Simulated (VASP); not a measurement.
Level of theory: LDA (Ceperley-Alder, Perdew-Zunger), VASP's LDA PAW potentials (set 64) (plane waves; VASP 6.6.1).

The input files of a VASP run:

POSCAR:
```
LaHg2
1
    5.0648200000     0.0000000000     0.0000000000
   -2.5324100000     4.3862630000     0.0000000000
    0.0000000000     0.0000000000     3.5561000000
La Hg
1 2
Direct
  0.0000000000   0.0000000000   0.0000000000
  0.6666670000   0.3333330000   0.5000000000
  0.3333330000   0.6666670000   0.5000000000
```

File KPOINTS:
```
Automatic mesh
0
Gamma
5 5 6
0 0 0
```

### INCAR
```
ISIF = 2   # forces and stress, cell fixed
NELM = 100
LWAVE = F
EDIFF = 1E-6
LREAL = F
SYSTEM = LaHg2
PREC = Accurate
ISMEAR = 0
ENCUT = 300   # plane-wave cut-off (eV)
LASPH = T   # aspherical one-centre terms
LMAXMIX = 6   # l cut-off of mixed one-centre charges
LCHARG = F
SIGMA = 0.272
ALGO = Normal
```

POTCAR, in this order: La Hg (LDA.64 set). Program: vasp_std.

The resulting files:

### OUTCAR
```
 ion  position               nearest neighbor table
   1  0.000  0.000  0.000-   2 3.42   3 3.42   2 3.42   3 3.42   2 3.42   2 3.42   3 3.42   3 3.42
                             2 3.42   2 3.42   3 3.42   3 3.42
   2  0.667  0.333  0.500-   3 2.92   3 2.92   3 2.92   1 3.42   1 3.42   1 3.42   1 3.42   1 3.42
                             1 3.42
   3  0.333  0.667  0.500-   2 2.92   2 2.92   2 2.92   1 3.42   1 3.42   1 3.42   1 3.42   1 3.42
                             1 3.42
  LATTYP: Found a hexagonal cell.
 ALAT       =     5.0648200000
 C/A-ratio  =     0.7021177455
 Subroutine PRICEL returns:
 Original cell was already a primitive cell.
 Subroutine GETGRP returns: Found 24 space group operations
The static configuration has the point symmetry D_6h.
The dynamic configuration has the point symmetry D_6h.
 Subroutine INISYM returns: Found 24 space group operations
 Subroutine IBZKPT returns following result:
 Found     20 irreducible k-points:

 Following reciprocal coordinates:
            Coordinates               Weight
  0.000000  0.000000  0.000000      1.000000
  0.200000 -0.000000  0.000000      6.000000
  0.400000  0.000000  0.000000      6.000000
  0.200000  0.200000  0.000000      6.000000
  0.400000  0.200000  0.000000      6.000000
  0.000000  0.000000  0.166667      2.000000
  0.200000 -0.000000  0.166667     12.000000
  0.400000  0.000000  0.166667     12.000000
  0.200000  0.200000  0.166667     12.000000
  0.400000  0.200000  0.166667     12.000000
  0.000000  0.000000  0.333333      2.000000
  0.200000 -0.000000  0.333333     12.000000
  0.400000  0.000000  0.333333     12.000000
  0.200000  0.200000  0.333333     12.000000
  0.400000  0.200000  0.333333     12.000000
  0.000000  0.000000  0.500000      1.000000
  0.200000 -0.000000  0.500000      6.000000
  0.400000  0.000000  0.500000      6.000000
  0.200000  0.200000  0.500000      6.000000
  0.400000  0.200000  0.500000      6.000000
   k-points           NKPTS =     20   k-points in BZ     NKDIM =     20   number of bands    NBANDS=     21
   number of dos      NEDOS =    301   number of ions     NIONS =      3
   total plane-waves  NPLWV =  18000
   dimension x,y,z NGX =    30 NGY =   30 NGZ =   20
   dimension x,y,z NGXF=    60 NGYF=   60 NGZF=   40
   ions per type =               1   2
   PREC   = accura    normal or accurate (medium, high low for compatibility)
   ISTART =      0    job   : 0-new  1-cont  2-samecut
   ICHARG =      2    charge: 1-file 2-atom 10-const
   ISPIN  =      1    spin polarized calculation?
   LNONCOLLINEAR =      F non collinear calculations
   LSORBIT =      F    spin-orbit coupling
   INIWAV =      1    electr: 0-lowe 1-rand  2-diag
   ENCUT  =  300.0 eV  22.05 Ry    4.70 a.u.   7.15  7.15  5.02*2*pi/ulx,y,z
   NELM   =    100;   NELMIN=  2; NELMDL= -5     # of ELM steps
   EDIFF  = 0.1E-05   stopping-criterion for ELM
   LREAL  =      F    real-space projection
   NLSPLINE    = F    spline interpolate recip. space projectors
   LMAXMIX     =    6 max onsite mixed and CHGCAR
   VOSKOWN=      0    Vosko Wilk Nusair interpolation
   EDIFFG = 0.1E-04   stopping-criterion for IOM
   NSW    =      0    number of steps for IOM
   NBLOCK =      1;   KBLOCK =      1    inner block; outer block
   IBRION =     -1    ionic relax: 0-MD 1-quasi-New 2-CG
   NFREE  =      0    steps in history (QN), initial steepest desc. (CG)
   ISIF   =      2    stress and relaxation
   ISYM   =      2    0-nonsym 1-usesym 2-fastsym
   TEIN   =    0.0    initial temperature
   TEBEG  =    0.0;   TEEND  =   0.0 temperature during run
   SMASS  =  -3.00    Nose mass-parameter (am)
   PSTRESS=    0.0 pullay stress
   NELECT =      35.0000    total number of electrons
   EFERMI =   0.00;   METHOD = LEGACY
   ISMEAR =     0;   SIGMA  =   0.27  broadening in eV -4-tet -1-fermi 0-gaus
...
```

### OSZICAR
```
       N       E                     dE             d eps       ncg     rms          rms(c)
DAV:   1     0.269660883131E+03    0.26966E+03   -0.10549E+04   848   0.153E+03
DAV:   2     0.489876689640E+02   -0.22067E+03   -0.21011E+03   992   0.306E+02
DAV:   3    -0.366175600565E+01   -0.52649E+02   -0.51674E+02  1168   0.132E+02
DAV:   4    -0.969377603112E+01   -0.60320E+01   -0.53004E+01  1376   0.403E+01
DAV:   5    -0.103981931265E+02   -0.70442E+00   -0.68685E+00  1316   0.137E+01    0.623E+00
DAV:   6    -0.946086576368E+01    0.93733E+00   -0.12645E+01  1401   0.283E+01    0.568E+00
DAV:   7    -0.938416034737E+01    0.76705E-01   -0.73850E-01  1336   0.948E+00    0.327E+00
DAV:   8    -0.935960008288E+01    0.24560E-01   -0.45726E-01  1180   0.453E+00    0.546E-01
DAV:   9    -0.934846959583E+01    0.11130E-01   -0.44490E-02  1440   0.171E+00    0.318E-01
DAV:  10    -0.934420629789E+01    0.42633E-02   -0.21271E-02  1182   0.974E-01    0.786E-02
DAV:  11    -0.934410993267E+01    0.96365E-04   -0.15417E-03  1561   0.275E-01    0.258E-02
DAV:  12    -0.934411519973E+01   -0.52671E-05   -0.12070E-04  1241   0.726E-02    0.149E-02
DAV:  13    -0.934411212416E+01    0.30756E-05   -0.19978E-05  1422   0.373E-02    0.229E-03
DAV:  14    -0.934411186629E+01    0.25787E-06   -0.18145E-06   768   0.989E-03
   1 F= -.93441119E+01 E0= -.93104997E+01  d E =-.672243E-01
```

OUTCAR:
```
------------------------ aborting loop because EDIFF is reached ----------------------------------------
  FORCE on cell =-STRESS in cart. coord.  units (eV):
  Direction    XX          YY          ZZ          XY          YZ          ZX
  --------------------------------------------------------------------------------------
  Total       -2.6868429     -2.6868432     -2.1851524      0.0000000     -0.0000000      0.0000000
  in kB      -54.4904264    -54.4904318    -44.3159102      0.0000000     -0.0000000      0.0000000
  external PRESSURE =     -51.0989228 kB  Pullay stress =       0.0000000 kB
  volume of cell :       79.00
      direct lattice vectors                 reciprocal lattice vectors
     5.064820000  0.000000000  0.000000000     0.197440383  0.113992253  0.000000000
    -2.532410000  4.386263000  0.000000000     0.000000000  0.227984505  0.000000000
     0.000000000  0.000000000  3.556100000     0.000000000  0.000000000  0.281206940
 POSITION                                       TOTAL-FORCE (eV/Angst)
 -----------------------------------------------------------------------------------
      0.00000      0.00000      0.00000        -0.000000      0.000000      0.000000
      2.53241      1.46209      1.77805        -0.000000     -0.000000      0.000000
     -0.00000      2.92418      1.77805         0.000000      0.000000      0.000000
 -----------------------------------------------------------------------------------
    total drift:                               -0.000000      0.000000      0.000000
  FREE ENERGIE OF THE ION-ELECTRON SYSTEM (eV)
  ---------------------------------------------------
  free  energy   TOTEN  =        -9.3441118663 eV

  energy  without entropy=       -9.2768875777  energy(sigma->0) =       -9.31049972
```
(Selected blocks of OUTCAR.)

At this cut-off the stress carries a Pulay error, which pulls relaxed volumes low.

The structure comes from a computed database's LaHg2 entry (P6/mmm); how it stands against other phases isn't given here. The cell was not relaxed at this level. The electron count is odd and the run is not spin-polarised, which forces a metal.
